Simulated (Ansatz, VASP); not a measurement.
## Si2Ni: VASP beside Ansatz

Wanted: the spread between two codes on one cell, functional and k mesh. The cell is taken from a series of runs on this material, whose earlier steps may have relaxed, scaled, displaced or heated it; both programs get it as it stands.

Calculated with Ansatz 0.2.0; plane waves, with VASP 6.6.1 beside it; zone-centre phonons at LDA.

### Step 1. The starting structure

The structure is cubic, space group Fm-3m (No. 225). Conventional cell: a = 5.203 Å, b = 5.203 Å, c = 5.203 Å, α = 90.00°, β = 90.00°, γ = 90.00°. Nearest to Si lie 4 Ni at 2.25 Å. Nearest to Ni lie 8 Si at 2.25 Å. Farther neighbours are not listed.

### Step 2. VASP: zone-centre phonons, LDA

Second derivatives magnify differences that forces hide, and they need a tight electronic threshold.

Lines of VASP's logs that name or quote its potential files are left out, and so is its time.

INCAR

```
SYSTEM = Si2Ni
PREC = Accurate
ENCUT = 600
EDIFF = 1E-08
NELM = 120
ISMEAR = 1
SIGMA = 0.2
LREAL = .FALSE.
ALGO = Normal
GGA = CA
NBANDS = 15
LASPH = .TRUE.
LORBIT = 11
LWAVE = .FALSE.
LCHARG = .FALSE.
ISIF = 2
IBRION = 8
GGA_COMPAT = .FALSE.
KPAR = 2
```

POSCAR

```
Si2Ni
1.0
    0.0000000000      2.6014845156      2.6014845156
    2.6014845156      0.0000000000      2.6014845156
    2.6014845156      2.6014845156      0.0000000000
Si Ni
2 1
Direct
    0.2500000000      0.2500000000      0.2500000000
    0.7500000000      0.7500000000      0.7500000000
    0.0000000000      0.0000000000      0.0000000000
```

KPOINTS

```
Automatic mesh
0
Gamma
16 16 16
0 0 0
```

PAW data sets: Si and Ni (LDA family, release 64).

The run is started by

```bash
mpirun -np 2 vasp_std
```

Numbers of over 12 decimals in the logs are rounded to 6 here.

The log of the run:

```text
[banner, memory and clock lines left out]
running    2 mpi-ranks, on    1 nodes
 distrk:  each k-point on    1 cores,    2 groups
 distr:  one band on    1 cores,    1 groups

 POSCAR found type information on POSCAR SiNi
 POSCAR found :  2 types and       3 ions
 LDA part: xc-table for (Slater(with rela. corr.)+CA(PZ))
 , standard interpolation
 POSCAR, INCAR and KPOINTS ok, starting setup
 FFT: planning ... GRIDC
 FFT: planning ... GRID_SOFT
 FFT: planning ... GRID
 WAVECAR not read
 entering main loop
       N       E                     dE             d eps       ncg     rms          rms(c)
DAV:   1     0.733292056378E+02    0.73329E+02   -0.87228E+03  4366   0.142E+03
DAV:   2    -0.177318837795E+02   -0.91061E+02   -0.84384E+02  4770   0.249E+02
DAV:   3    -0.218596775164E+02   -0.41278E+01   -0.40576E+01  5554   0.576E+01
DAV:   4    -0.219330998762E+02   -0.73422E-01   -0.73330E-01  5254   0.720E+00
DAV:   5    -0.219350241393E+02   -0.19243E-02   -0.19238E-02  5734   0.123E+00    0.175E+01
DAV:   6    -0.251253022606E+02   -0.31903E+01   -0.38467E+01  4938   0.156E+02    0.217E+01
DAV:   7    -0.198220868770E+02    0.53032E+01   -0.11975E+01  5515   0.100E+02    0.370E+00
DAV:   8    -0.198168160338E+02    0.52708E-02   -0.14409E+00  6577   0.175E+01    0.294E+00
DAV:   9    -0.197455041760E+02    0.71312E-01   -0.24528E-01  5450   0.110E+01    0.521E-01
DAV:  10    -0.197451721077E+02    0.33207E-03   -0.84490E-03  5933   0.134E+00    0.261E-01
DAV:  11    -0.197450034398E+02    0.16867E-03   -0.48475E-04  6889   0.281E-01    0.459E-02
DAV:  12    -0.197450096892E+02   -0.62494E-05   -0.35379E-05  5842   0.104E-01    0.178E-02
DAV:  13    -0.197450065497E+02    0.31395E-05   -0.70899E-06  5889   0.748E-02    0.414E-03
DAV:  14    -0.197450067068E+02   -0.15708E-06   -0.10009E-06  5943   0.878E-03    0.262E-03
DAV:  15    -0.197450066161E+02    0.90737E-07   -0.12179E-07  6432   0.811E-03    0.639E-04
DAV:  16    -0.197450066127E+02    0.33192E-08   -0.17842E-08  3101   0.224E-03
   1 F= -.19745007E+02 E0= -.19744971E+02  d E =-.106716E-03
 Linear response reoptimize wavefunctions to high precision
DAV:   1    -0.197450066136E+02   -0.85106E-09   -0.69081E-09  5270   0.809E-04
DAV:   2    -0.197450066136E+02    0.29104E-10   -0.87820E-11  2721   0.789E-05
 Linear response DOF=           2
 Linear response progress:
  Degree of freedom:   1/  2
       N       E                     dE             d eps       ncg     rms          rms(c)
RMM:   1    -0.213567042835E-01   -0.21357E-01    0.29811E-02 45867   0.135E+00
RMM:   2    -0.184716217947E-01    0.28851E-02   -0.85107E-04 28061   0.594E-01    0.111E-01
RMM:   3    -0.187161077480E-01   -0.24449E-03   -0.53832E-04 31667   0.174E-01    0.582E-02
RMM:   4    -0.189051877963E-01   -0.18908E-03   -0.90349E-05 29372   0.684E-02    0.898E-03
RMM:   5    -0.188967347902E-01    0.84530E-05   -0.39231E-06 32624   0.195E-02    0.524E-03
RMM:   6    -0.188830491646E-01    0.13686E-04   -0.86362E-07 32954   0.700E-03    0.987E-04
RMM:   7    -0.188898543046E-01   -0.68051E-05   -0.57999E-07 31284   0.289E-03    0.601E-04
RMM:   8    -0.188906938158E-01   -0.83951E-06    0.56608E-08 32576   0.124E-03    0.439E-04
RMM:   9    -0.188894629815E-01    0.12308E-05    0.10684E-07 31642   0.502E-04    0.716E-05
RMM:  10    -0.188895379776E-01   -0.74996E-07   -0.23614E-08 34083   0.141E-04    0.171E-05
RMM:  11    -0.188895563383E-01   -0.18361E-07   -0.60350E-09 34256   0.432E-05    0.628E-06
RMM:  12    -0.188895504250E-01    0.59133E-08    0.14145E-09 34410   0.156E-05    0.259E-06
 first order change of Fermi-energy  -0.53204E-05
 force on displaced ion       1 direction 1 : -11.729  -0.000  -0.000
 Linear response progress:
  Degree of freedom:   2/  2
       N       E                     dE             d eps       ncg     rms          rms(c)
RMM:   1    -0.193773877185E+00   -0.19377E+00   -0.10369E-01 16204   0.262E+00
RMM:   2    -0.190059311680E+00    0.37146E-02   -0.26098E-03 14805   0.676E-01    0.223E-01
RMM:   3    -0.189770803135E+00    0.28851E-03   -0.41414E-04 16639   0.161E-01    0.131E-01
RMM:   4    -0.190365105886E+00   -0.59430E-03   -0.43825E-04 17901   0.149E-01    0.831E-03
RMM:   5    -0.190323668145E+00    0.41438E-04   -0.87191E-06 18211   0.291E-02    0.506E-03
RMM:   6    -0.190320462270E+00    0.32059E-05   -0.75079E-07 16626   0.946E-03    0.366E-03
RMM:   7    -0.190313132797E+00    0.73295E-05   -0.30188E-07 17305   0.614E-03    0.716E-04
RMM:   8    -0.190307319172E+00    0.58136E-05   -0.37613E-08 18846   0.147E-03    0.294E-04
RMM:   9    -0.190305092894E+00    0.22263E-05   -0.38755E-09 18277   0.491E-04    0.527E-05
RMM:  10    -0.190305001943E+00    0.90951E-07   -0.63776E-10 19169   0.153E-04    0.249E-05
RMM:  11    -0.190304978227E+00    0.23716E-07   -0.35271E-10 19477   0.562E-05    0.104E-05
RMM:  12    -0.190304902190E+00    0.76037E-07   -0.19284E-10 19228   0.237E-05    0.219E-06
RMM:  13    -0.190304910077E+00   -0.78875E-08   -0.84324E-11 19603   0.137E-05    0.637E-07
 first order change of Fermi-energy  -0.46558E-03
 force on displaced ion       3 direction 1 : -14.636   0.000   0.000
 Linear response finished
```

From OUTCAR (step 2):

```text
ion  position               nearest neighbor table
   1  0.250  0.250  0.250-   3 2.25   3 2.25   3 2.25   3 2.25   2 2.60   2 2.60   2 2.60   2 2.60
                             2 2.60   2 2.60
   2  0.750  0.750  0.750-   3 2.25   3 2.25   3 2.25   3 2.25   1 2.60   1 2.60   1 2.60   1 2.60
                             1 2.60   1 2.60
   3  0.000  0.000  0.000-   2 2.25   2 2.25   2 2.25   1 2.25   2 2.25   1 2.25   1 2.25   1 2.25

  LATTYP: Found a face centered cubic cell.
 ALAT       =     5.2029690312

 Subroutine GETGRP returns: Found 48 space group operations
 (whereof 48 operations were pure point group operations)

The static configuration has the point symmetry O_h .

 Found    145 irreducible k-points:

   k-points           NKPTS =    145   k-points in BZ     NKDIM =    145   number of bands    NBANDS=     15

   dimension x,y,z NGX =    30 NGY =   30 NGZ =   30
   dimension x,y,z NGXF=    60 NGYF=   60 NGZF=   60

   ENCUT  =  600.0 eV  44.10 Ry    6.64 a.u.   7.35  7.35  7.35*2*pi/ulx,y,z

   NELECT =      18.0000    total number of electrons

 k-points in reciprocal lattice and weights: Automatic mesh
   0.00000000  0.00000000  0.00000000       0.000
   0.06250000  0.00000000  0.00000000       0.002
   0.12500000  0.00000000  0.00000000       0.002
   0.18750000  0.00000000  0.00000000       0.002
   0.25000000  0.00000000  0.00000000       0.002
   0.31250000  0.00000000  0.00000000       0.002
   0.37500000  0.00000000  0.00000000       0.002
   0.43750000  0.00000000  0.00000000       0.002
   0.50000000  0.00000000  0.00000000       0.001
[...]
-0.31250000  0.50000000  0.18750000       0.003
  -0.25000000  0.50000000  0.25000000       0.001

 average (electrostatic) potential at core
       1 -79.7622       2 -79.7622       3 -80.9481

  Total        3.7637501      3.7637501      3.7637501      0.0000000      0.0000000     -0.0000000
  in kB      171.2527815    171.2527815    171.2527815      0.0000000      0.0000000     -0.0000000
  external PRESSURE =     171.2527815 kB  Pullay stress =       0.0000000 kB

  energy-cutoff  :      600.00
  volume of cell :       35.21
      direct lattice vectors                 reciprocal lattice vectors
     0.000000000  2.601484516  2.601484516    -0.192197954  0.192197954  0.192197954
     2.601484516  0.000000000  2.601484516     0.192197954 -0.192197954  0.192197954
     2.601484516  2.601484516  0.000000000     0.192197954  0.192197954 -0.192197954

 POSITION                                       TOTAL-FORCE (eV/Angst)
 -----------------------------------------------------------------------------------
      1.30074      1.30074      1.30074         0.000000      0.000000     -0.000000
      3.90223      3.90223      3.90223        -0.000000     -0.000000      0.000000
      0.00000      0.00000      0.00000         0.000000      0.000000      0.000000
 -----------------------------------------------------------------------------------
    total drift:                                0.000000     -0.000000     -0.000000

 Eigenvectors and eigenvalues of the dynamical matrix
 ----------------------------------------------------

   1 f  =   11.848000 THz    74.443177 2PiTHz  395.206727 cm-1    48.999367 meV
             X         Y         Z           dx          dy          dz
      1.300742  1.300742  1.300742    -0.668630    0.073543   -0.218003
      3.902227  3.902227  3.902227     0.668630   -0.073543    0.218003
      0.000000  0.000000  0.000000    -0.000000   -0.000000    0.000000

   2 f  =   11.848000 THz    74.443177 2PiTHz  395.206727 cm-1    48.999367 meV
             X         Y         Z           dx          dy          dz
      1.300742  1.300742  1.300742    -0.000000    0.670009    0.226026
      3.902227  3.902227  3.902227     0.000000   -0.670009   -0.226026
      0.000000  0.000000  0.000000    -0.000000    0.000000    0.000000

   3 f  =   11.848000 THz    74.443177 2PiTHz  395.206727 cm-1    48.999367 meV
             X         Y         Z           dx          dy          dz
      1.300742  1.300742  1.300742     0.230073    0.213727   -0.633551
      3.902227  3.902227  3.902227    -0.230073   -0.213727    0.633551
      0.000000  0.000000  0.000000     0.000000    0.000000    0.000000

   4 f  =   11.167168 THz    70.165388 2PiTHz  372.496641 cm-1    46.183677 meV
             X         Y         Z           dx          dy          dz
      1.300742  1.300742  1.300742    -0.078832    0.474115    0.156945
      3.902227  3.902227  3.902227    -0.078832    0.474115    0.156945
      0.000000  0.000000  0.000000     0.109001   -0.655564   -0.217010

   5 f  =   11.167168 THz    70.165388 2PiTHz  372.496641 cm-1    46.183677 meV
             X         Y         Z           dx          dy          dz
      1.300742  1.300742  1.300742    -0.025742    0.154820   -0.480624
      3.902227  3.902227  3.902227    -0.025742    0.154820   -0.480624
      0.000000  0.000000  0.000000     0.035594   -0.214071    0.664564

   6 f  =   11.167168 THz    70.165388 2PiTHz  372.496641 cm-1    46.183677 meV
             X         Y         Z           dx          dy          dz
      1.300742  1.300742  1.300742    -0.498752   -0.082928    0.000000
      3.902227  3.902227  3.902227    -0.498752   -0.082928   -0.000000
      0.000000  0.000000  0.000000     0.689630    0.114666    0.000000

   7 f/i=    0.003259 THz     0.020478 2PiTHz    0.108716 cm-1     0.013479 meV
             X         Y         Z           dx          dy          dz
      1.300742  1.300742  1.300742    -0.030802   -0.398005    0.291569
      3.902227  3.902227  3.902227    -0.030802   -0.398005    0.291569
      0.000000  0.000000  0.000000    -0.044553   -0.575688    0.421735

   8 f/i=    0.003259 THz     0.020478 2PiTHz    0.108716 cm-1     0.013479 meV
             X         Y         Z           dx          dy          dz
      1.300742  1.300742  1.300742    -0.021259   -0.290794   -0.399194
      3.902227  3.902227  3.902227    -0.021259   -0.290794   -0.399194
      0.000000  0.000000  0.000000    -0.030750   -0.420615   -0.577407

   9 f/i=    0.003259 THz     0.020478 2PiTHz    0.108716 cm-1     0.013479 meV
             X         Y         Z           dx          dy          dz
      1.300742  1.300742  1.300742     0.492918   -0.037413    0.001003
      3.902227  3.902227  3.902227     0.492918   -0.037413    0.001003
      0.000000  0.000000  0.000000     0.712973   -0.054115    0.001451

 ELASTIC MODULI CONTR FROM IONIC RELAXATION (kBar)
 Direction    XX          YY          ZZ          XY          YZ          ZX
 --------------------------------------------------------------------------------
 XX          -0.0000     -0.0000     -0.0000      0.0000      0.0000      0.0000
 YY          -0.0000     -0.0000     -0.0000      0.0000      0.0000     -0.0000
 ZZ          -0.0000     -0.0000     -0.0000      0.0000      0.0000      0.0000
 XY           0.0000      0.0000     -0.0000   -607.1202     -0.0000      0.0000
 YZ           0.0000      0.0000      0.0000     -0.0000   -607.1202      0.0000
 ZX           0.0000     -0.0000      0.0000      0.0000      0.0000   -607.1202
 --------------------------------------------------------------------------------
```

This run has no spin polarisation, so a moment on Ni, if there is one, isn't seen.

(Part 1 of 2 ends here.)

[Lines on the potential files, build, host, timing and source positions are cut from VASP's logs without a mark.]

[Logs are printed without paths, hosts, clocks, repeated set-up lines and the standing remarks that a program may print on its own settings, such as how far it seeks lower states.]

[Hosts, paths, dates, database ids (printed as entryN), source tags and the programs' standing remarks are cut or masked in the printed files.]
